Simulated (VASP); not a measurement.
Level of theory: RPBE GGA, VASP's PBE PAW potentials (set 64) (plane waves; VASP).

VASP input:

INCAR:
```
SYSTEM = BaTiO3
PREC = Accurate
ENCUT = 520
EDIFF = 1E-7
NELM = 100
ALGO = Normal
LREAL = .FALSE.
LASPH = .TRUE.
ISMEAR = 0
SIGMA = 0.05
GGA = RP
LMAXMIX = 4
LWAVE = .FALSE.
LCHARG = .FALSE.
ISIF = 2
```

**KPOINTS**
```
Automatic mesh
0
gamma
 6 6 6
```

File POSCAR:
```
BaTiO3
1
    4.0695349527     0.0000000000     0.0000000000
    0.0000000000     4.0695349527     0.0000000000
    0.0000000000     0.0000000000     4.0695349527
Ba Ti O
1 1 3
Direct
  0.0000000000   0.0000000000   0.0000000000
  0.5000000000   0.5000000000   0.5000000000
  0.5000000000   0.0000000000   0.5000000000
  0.0000000000   0.5000000000   0.5000000000
  0.5000000000   0.5000000000   0.0000000000
```

POTCAR, in this order: Ba_sv Ti_sv O (PBE.64 set). Program: vasp_std.

Unless said otherwise, spin-orbit coupling is left out, though it shifts the bands of the heavy elements here.

### Question
Predict the energy per atom (σ→0), band gap (on the k-mesh).

### Answer

```json
{
  "energy per atom (σ→0)": "-7.586 eV/atom",
  "band gap (on the k-mesh)": "1.68 eV"
}
```

File OSZICAR:
```
...
DAV:  12    -0.379291015191E+02   -0.55353E-03   -0.47800E-03  1264   0.579E-01    0.179E-01
DAV:  13    -0.379286006923E+02    0.50083E-03   -0.31029E-03  1192   0.518E-01    0.222E-02
DAV:  14    -0.379286030119E+02   -0.23196E-05   -0.66947E-05  1168   0.700E-02    0.162E-02
DAV:  15    -0.379286022207E+02    0.79119E-06   -0.39428E-05  1240   0.570E-02    0.805E-03
DAV:  16    -0.379286014710E+02    0.74971E-06   -0.69645E-06  1192   0.261E-02    0.221E-03
DAV:  17    -0.379286013698E+02    0.10122E-06   -0.34181E-07  1168   0.539E-03    0.996E-04
DAV:  18    -0.379286013604E+02    0.93892E-08   -0.51293E-08   536   0.216E-03
   1 F= -.37928601E+02 E0= -.37928601E+02  d E =-.217185E-12
```

The compound is BaTiO3 in the cubic perovskite structure, the ideal cubic form; the compound distorts at low or room temperature. It was relaxed first, which changed the volume by +5 %.
